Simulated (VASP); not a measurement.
Output of a VASP run:

### OUTCAR
```
 ion  position               nearest neighbor table
   1  0.000  0.000  0.000-   2 1.90   2 1.90   2 1.90   2 1.90
   2  0.250  0.250  0.250-   1 1.90   1 1.90   1 1.90   1 1.90
  LATTYP: Found a face centered cubic cell.
 ALAT       =     4.3800000000
 Subroutine PRICEL returns:
 Original cell was already a primitive cell.
 Subroutine GETGRP returns: Found 24 space group operations
The static configuration has the point symmetry T_d .
The dynamic configuration has the point symmetry T_d .
 Subroutine INISYM returns: Found 24 space group operations
 Subroutine IBZKPT returns following result:
 Found     35 irreducible k-points:

 Following reciprocal coordinates:
            Coordinates               Weight
  0.000000  0.000000  0.000000      1.000000
  0.111111  0.000000  0.000000      8.000000
  0.222222  0.000000  0.000000      8.000000
  0.333333  0.000000  0.000000      8.000000
  0.444444  0.000000  0.000000      8.000000
  0.111111  0.111111  0.000000      6.000000
  0.222222  0.111111  0.000000     24.000000
  0.333333  0.111111  0.000000     24.000000
  0.444444  0.111111  0.000000     24.000000
 -0.444444  0.111111  0.000000     24.000000
 -0.333333  0.111111  0.000000     24.000000
 -0.222222  0.111111  0.000000     24.000000
 -0.111111  0.111111  0.000000     12.000000
  0.222222  0.222222  0.000000      6.000000
  0.333333  0.222222  0.000000     24.000000
  0.444444  0.222222  0.000000     24.000000
 -0.444444  0.222222  0.000000     24.000000
 -0.333333  0.222222  0.000000     24.000000
 -0.222222  0.222222  0.000000     12.000000
  0.333333  0.333333  0.000000      6.000000
  0.444444  0.333333  0.000000     24.000000
 -0.444444  0.333333  0.000000     24.000000
 -0.333333  0.333333  0.000000     12.000000
  0.444444  0.444444  0.000000      6.000000
 -0.444444  0.444444  0.000000     12.000000
  0.333333  0.222222  0.111111     24.000000
  0.444444  0.222222  0.111111     48.000000
 -0.444444  0.222222  0.111111     48.000000
  0.444444  0.333333  0.111111     24.000000
 -0.444444  0.333333  0.111111     48.000000
 -0.333333  0.333333  0.111111     48.000000
 -0.222222  0.333333  0.111111     24.000000
 -0.444444  0.444444  0.111111     24.000000
 -0.333333  0.444444  0.111111     24.000000
 -0.333333  0.444444  0.222222     24.000000
   k-points           NKPTS =     35   k-points in BZ     NKDIM =     35   number of bands    NBANDS=      8
   number of dos      NEDOS =    301   number of ions     NIONS =      2
   total plane-waves  NPLWV =  13824
   dimension x,y,z NGX =    24 NGY =   24 NGZ =   24
   dimension x,y,z NGXF=    48 NGYF=   48 NGZF=   48
   ions per type =               1   1
   PREC   = accura    normal or accurate (medium, high low for compatibility)
   ISTART =      0    job   : 0-new  1-cont  2-samecut
   ICHARG =      2    charge: 1-file 2-atom 10-const
   ISPIN  =      1    spin polarized calculation?
   LNONCOLLINEAR =      F non collinear calculations
   LSORBIT =      F    spin-orbit coupling
   INIWAV =      1    electr: 0-lowe 1-rand  2-diag
   ENCUT  =  520.0 eV  38.22 Ry    6.18 a.u.   5.76  5.76  5.76*2*pi/ulx,y,z
   NELM   =    100;   NELMIN=  2; NELMDL= -5     # of ELM steps
   EDIFF  = 0.1E-05   stopping-criterion for ELM
   LREAL  =      F    real-space projection
   NLSPLINE    = F    spline interpolate recip. space projectors
   LMAXMIX     =    2 max onsite mixed and CHGCAR
   VOSKOWN=      0    Vosko Wilk Nusair interpolation
   EDIFFG = -.1E-01   stopping-criterion for IOM
   NSW    =     60    number of steps for IOM
   NBLOCK =      1;   KBLOCK =     60    inner block; outer block
   IBRION =      2    ionic relax: 0-MD 1-quasi-New 2-CG
   NFREE  =      1    steps in history (QN), initial steepest desc. (CG)
   ISIF   =      3    stress and relaxation
   ISYM   =      2    0-nonsym 1-usesym 2-fastsym
   TEIN   =    0.0    initial temperature
   TEBEG  =    0.0;   TEEND  =   0.0 temperature during run
...
```

File OSZICAR:
```
       N       E                     dE             d eps       ncg     rms          rms(c)
DAV:   1     0.777019397893E+01    0.77702E+01   -0.42027E+03   576   0.838E+02
DAV:   2    -0.184815085098E+02   -0.26252E+02   -0.25803E+02   760   0.128E+02
DAV:   3    -0.188783822242E+02   -0.39687E+00   -0.39687E+00   656   0.202E+01
DAV:   4    -0.188793680458E+02   -0.98582E-03   -0.98582E-03   824   0.106E+00
DAV:   5    -0.188793692094E+02   -0.11636E-05   -0.11636E-05   656   0.282E-02    0.861E+00
DAV:   6    -0.164452300807E+02    0.24341E+01   -0.14561E+01   560   0.239E+01    0.303E+00
DAV:   7    -0.163976245159E+02    0.47606E-01   -0.68848E-02   584   0.278E+00    0.189E+00
DAV:   8    -0.163688450264E+02    0.28779E-01   -0.27036E-02   664   0.191E+00    0.287E-01
DAV:   9    -0.163687973335E+02    0.47693E-04   -0.39709E-04   792   0.178E-01    0.168E-01
DAV:  10    -0.163688251922E+02   -0.27859E-04   -0.22018E-05   624   0.430E-02    0.464E-02
DAV:  11    -0.163688248560E+02    0.33621E-06   -0.21044E-06   608   0.834E-03
   1 F= -.16368825E+02 E0= -.16368825E+02  d E =-.163688E+02
       N       E                     dE             d eps       ncg     rms          rms(c)
DAV:   1    -0.164151340046E+02   -0.46309E-01   -0.12073E+00   560   0.111E+01    0.146E+00
DAV:   2    -0.163709350241E+02    0.44199E-01   -0.25962E-01   576   0.343E+00    0.335E-01
DAV:   3    -0.163700763029E+02    0.85872E-03   -0.26853E-03   672   0.553E-01    0.128E-01
DAV:   4    -0.163696306167E+02    0.44569E-03   -0.18578E-04   656   0.104E-01    0.549E-02
DAV:   5    -0.163695788953E+02    0.51721E-04   -0.42624E-05   616   0.505E-02    0.273E-02
DAV:   6    -0.163695787320E+02    0.16331E-06   -0.32063E-07   392   0.622E-03
   2 F= -.16369579E+02 E0= -.16369579E+02  d E =-.753876E-03
       N       E                     dE             d eps       ncg     rms          rms(c)
DAV:   1    -0.163864459095E+02   -0.16867E-01   -0.27731E-01   560   0.523E+00    0.701E-01
DAV:   2    -0.163761414766E+02    0.10304E-01   -0.62419E-02   576   0.168E+00    0.154E-01
DAV:   3    -0.163759464047E+02    0.19507E-03   -0.56847E-04   656   0.255E-01    0.603E-02
DAV:   4    -0.163758400590E+02    0.10635E-03   -0.46578E-05   656   0.522E-02    0.239E-02
DAV:   5    -0.163758295722E+02    0.10487E-04   -0.92303E-06   648   0.230E-02    0.127E-02
DAV:   6    -0.163758295147E+02    0.57494E-07   -0.81609E-08   288   0.292E-03
   3 F= -.16375830E+02 E0= -.16375830E+02  d E =-.700466E-02
```

**OUTCAR**
```
------------------------ aborting loop because EDIFF is reached ----------------------------------------
  FORCE on cell =-STRESS in cart. coord.  units (eV):
  Direction    XX          YY          ZZ          XY          YZ          ZX
  --------------------------------------------------------------------------------------
  Total       -0.0021337     -0.0021337     -0.0021337     -0.0000000      0.0000000      0.0000000
  in kB       -0.1664922     -0.1664922     -0.1664922     -0.0000000      0.0000000      0.0000000
  external PRESSURE =      -0.1664922 kB  Pullay stress =       0.0000000 kB
  volume of cell :       20.53
      direct lattice vectors                 reciprocal lattice vectors
    -0.000000000  2.173389580  2.173389580    -0.230055396  0.230055396  0.230055396
     2.173389580  0.000000000  2.173389580     0.230055396 -0.230055396  0.230055396
     2.173389580  2.173389580  0.000000000     0.230055396  0.230055396 -0.230055396
  FREE ENERGIE OF THE ION-ELECTRON SYSTEM (eV)
  ---------------------------------------------------
  free  energy   TOTEN  =       -16.3758295147 eV

  energy  without entropy=      -16.3758295147  energy(sigma->0) =      -16.37582951

 reached required accuracy - stopping structural energy minimisation
```
(Selected blocks of OUTCAR.)

### POSCAR
```
AlN
1
    0.0000000000     2.1900000000     2.1900000000
    2.1900000000     0.0000000000     2.1900000000
    2.1900000000     2.1900000000     0.0000000000
Al N
1 1
Direct
  0.0000000000   0.0000000000   0.0000000000
  0.2500000000   0.2500000000   0.2500000000
```

Task: Write an INCAR and KPOINTS that could have produced this output.

Result: Several could match; the one computed here: the input of the run itself, LDA (Ceperley-Alder, Perdew-Zunger), plane waves, VASP's LDA PAW potentials (set 64).

**INCAR**
```
SYSTEM = AlN
PREC = Accurate
ENCUT = 520
EDIFF = 1E-6
NELM = 100
ALGO = Normal
LREAL = .FALSE.
LASPH = .TRUE.
ISMEAR = 0
SIGMA = 0.05
LWAVE = .FALSE.
LCHARG = .FALSE.
IBRION = 2
ISIF = 3
NSW = 60
EDIFFG = -0.01
```

### KPOINTS
```
K-points
0
Gamma
  9 9 9
```

POTCAR, in this order: Al N (LDA.64 set). Program: vasp_std.

Energy and stress use the plane-wave basis of the starting cell.

The compound is AlN in the zinc blende structure, a metastable form; wurtzite is the usual one. This run relaxes it. Symmetry was kept, so distortions that lower it aren't found.
